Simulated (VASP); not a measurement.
Energy against volume of SiC (wurtzite). All values below come from TPSS meta-GGA, VASP's PBE PAW potentials (set 64) (plane waves; VASP). Run with 520 eV cut-off, 8×8×5 Γ-centred mesh, Gaussian smearing of 0.050 eV, potentials Si C.

Shape and ions are relaxed at each volume.

| V (Å³/atom) | E (eV/atom) |
|---|---|
| 9.774 | -10.47258 |
| 10.086 | -10.49432 |
| 10.398 | -10.50121 |
| 10.710 | -10.49529 |

Problem. Fit these four points and predict the energy of the run at 11.022 Å³/atom.

Solution. A cubic in V^(−2/3), the third-order Birch-Murnaghan form, passes through the four points with V0 = 10.40 Å³/atom and B0 = 218 GPa, and gives -10.4783 eV/atom there. The run gave -10.4783 eV/atom, +0.0 meV/atom from the fit; all five points give B0 = 218 GPa.

The compound is SiC in the wurtzite structure, the rare 2H polytype. It was relaxed first.
